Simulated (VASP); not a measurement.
Consider the following.

```xyz
1
Lattice="2.2755 1.3138 1.8042 -2.2755 1.3138 1.8042 0.0000 -2.6275 1.8042" Properties=species:S:1:pos:R:3 pbc="T T T"
Te     0.0000     0.0000     2.7063
```

Method: r2SCAN meta-GGA with spin-orbit coupling, VASP's PBE PAW potentials (set 64) (plane waves; VASP). Settings: 400 eV cut-off, 10×10×10 Γ-centred mesh, Gaussian smearing of 0.050 eV, potentials Te.

Q: Predict the energy per atom (σ→0), band gap (over mesh and band path) with the smallest direct gap where there is one.

A: 
```yaml
band gap (over mesh and band path): none (metal, semimetal or under 0.01 eV)
energy per atom (σ→0): -25.458 eV/atom
```

The absolute energy has meaning only against runs of the same code, potentials and settings.

The structure comes from a computed database's Te entry (R-3m); how it stands against other phases isn't given here. It was relaxed first.
